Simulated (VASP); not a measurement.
Output of a VASP run:

File OSZICAR:
```
...
DAV:  58    -0.283084918867E+01   -0.10082E-03   -0.20520E-06   756   0.146E-02    0.129E-01
DAV:  59    -0.283108976313E+01   -0.24057E-03   -0.15219E-05   754   0.382E-02    0.938E-02
DAV:  60    -0.283122219781E+01   -0.13243E-03   -0.15476E-05   804   0.367E-02    0.630E-02
DAV:  61    -0.283133189645E+01   -0.10970E-03   -0.63285E-05   754   0.781E-02    0.498E-03
DAV:  62    -0.283133328395E+01   -0.13875E-05   -0.13141E-06   682   0.140E-02    0.451E-03
DAV:  63    -0.283133379562E+01   -0.51167E-06   -0.36221E-07   522   0.846E-03
   1 F= -.28313338E+01 E0= -.28313338E+01  d E =-.283133E+01
       N       E                     dE             d eps       ncg     rms          rms(c)
DAV:   1    -0.286601446966E+01   -0.34681E-01   -0.48438E-01   899   0.162E+01    0.135E+00
DAV:   2    -0.283615558192E+01    0.29859E-01   -0.85870E-02   899   0.103E+01    0.529E-01
DAV:   3    -0.283308089440E+01    0.30747E-02   -0.57061E-03   772   0.103E+00    0.226E-01
DAV:   4    -0.283208609323E+01    0.99480E-03   -0.11209E-03   985   0.688E-01    0.141E-01
DAV:   5    -0.283141295721E+01    0.67314E-03   -0.11750E-03   754   0.663E-01    0.483E-02
DAV:   6    -0.283162058063E+01   -0.20762E-03   -0.14693E-03   754   0.921E-01    0.264E-02
DAV:   7    -0.283227360480E+01   -0.65302E-03   -0.41970E-04   759   0.457E-01    0.120E-02
DAV:   8    -0.283227124648E+01    0.23583E-05   -0.20414E-05   879   0.672E-02    0.990E-03
DAV:   9    -0.283227747798E+01   -0.62315E-05   -0.27574E-06   764   0.424E-02    0.449E-03
DAV:  10    -0.283228939047E+01   -0.11912E-04   -0.76513E-06   790   0.554E-02    0.134E-03
DAV:  11    -0.283228961894E+01   -0.22847E-06   -0.71551E-07   382   0.995E-03
   2 F= -.28322896E+01 E0= -.28322896E+01  d E =-.955823E-03
       N       E                     dE             d eps       ncg     rms          rms(c)
DAV:   1    -0.283458733242E+01   -0.22979E-02   -0.31519E-02   894   0.421E+00    0.340E-01
DAV:   2    -0.283270606011E+01    0.18813E-02   -0.52472E-03   899   0.235E+00    0.135E-01
DAV:   3    -0.283249033950E+01    0.21572E-03   -0.38526E-04   774   0.268E-01    0.572E-02
DAV:   4    -0.283241643035E+01    0.73909E-04   -0.67318E-05  1015   0.152E-01    0.335E-02
DAV:   5    -0.283234710541E+01    0.69325E-04   -0.95775E-05   754   0.185E-01    0.969E-03
DAV:   6    -0.283237992366E+01   -0.32818E-04   -0.11161E-04   754   0.245E-01    0.687E-03
DAV:   7    -0.283241994917E+01   -0.40026E-04   -0.25749E-05   764   0.113E-01    0.293E-03
DAV:   8    -0.283241991881E+01    0.30356E-07   -0.11393E-06   377   0.162E-02
   3 F= -.28324199E+01 E0= -.28324199E+01  d E =-.108612E-02
       N       E                     dE             d eps       ncg     rms          rms(c)
DAV:   1    -0.283263134723E+01   -0.21140E-03   -0.31256E-03   894   0.132E+00    0.108E-01
DAV:   2    -0.283244110792E+01    0.19024E-03   -0.53503E-04   904   0.758E-01    0.427E-02
DAV:   3    -0.283241780448E+01    0.23303E-04   -0.39252E-05   769   0.874E-02    0.182E-02
DAV:   4    -0.283240920137E+01    0.86031E-05   -0.91144E-06  1025   0.623E-02    0.111E-02
DAV:   5    -0.283239774480E+01    0.11457E-04   -0.13056E-05   754   0.714E-02    0.372E-03
DAV:   6    -0.283240378965E+01   -0.60449E-05   -0.14444E-05   754   0.890E-02    0.234E-03
DAV:   7    -0.283240834825E+01   -0.45586E-05   -0.28450E-06   754   0.368E-02    0.974E-04
DAV:   8    -0.283240834712E+01    0.11316E-08   -0.97596E-08   377   0.465E-03
   4 F= -.28324083E+01 E0= -.28324083E+01  d E =-.107455E-02
```

### OUTCAR
```
------------------------ aborting loop because EDIFF is reached ----------------------------------------
  FORCE on cell =-STRESS in cart. coord.  units (eV):
  Direction    XX          YY          ZZ          XY          YZ          ZX
  --------------------------------------------------------------------------------------
  Total       -0.0150819     -0.0150819     -0.0150819     -0.0000000     -0.0000000     -0.0000000
  in kB       -0.6162622     -0.6162622     -0.6162622     -0.0000000     -0.0000000     -0.0000000
  external PRESSURE =      -0.6162622 kB  Pullay stress =       0.0000000 kB
  volume of cell :       39.21
      direct lattice vectors                 reciprocal lattice vectors
     0.000000000  2.696439883  2.696439883    -0.185429686  0.185429686  0.185429686
     2.696439883  0.000000000  2.696439883     0.185429686 -0.185429686  0.185429686
     2.696439883  2.696439883  0.000000000     0.185429686  0.185429686 -0.185429686
  FREE ENERGIE OF THE ION-ELECTRON SYSTEM (eV)
  ---------------------------------------------------
  free  energy   TOTEN  =        -2.8324083471 eV

  energy  without entropy=       -2.8324083471  energy(sigma->0) =       -2.83240835

 reached required accuracy - stopping structural energy minimisation
```
(Selected blocks of OUTCAR.)

POSCAR:
```
ZnS
1
    0.0000000000     2.7050000000     2.7050000000
    2.7050000000     0.0000000000     2.7050000000
    2.7050000000     2.7050000000     0.0000000000
Zn S
1 1
Direct
  0.0000000000   0.0000000000   0.0000000000
  0.2500000000   0.2500000000   0.2500000000
```

### Question
Reconstruct the remaining input files.

### Answer
One answer among several that fit: the input of the run itself, revTPSS meta-GGA, plane waves, VASP's PBE PAW potentials (set 64).

File KPOINTS:
```
kpoints
0
Gamma
  8 8 8
0 0 0
```

### INCAR
```
SYSTEM = ZnS
PREC = Accurate
ENCUT = 520
EDIFF = 1E-6
NELM = 100
ALGO = Normal
LREAL = .FALSE.
LASPH = .TRUE.
ISMEAR = 0
SIGMA = 0.05
METAGGA = RTPSS
LMIXTAU = .TRUE.
LMAXMIX = 4
LWAVE = .FALSE.
LCHARG = .FALSE.
IBRION = 2
ISIF = 3
NSW = 60
EDIFFG = -0.01
```

POTCAR, in this order: Zn S (PBE.64 set). Program: vasp_std.

The compound is ZnS in the zinc blende structure. This run relaxes it. Symmetry was kept, so distortions that lower it aren't found.
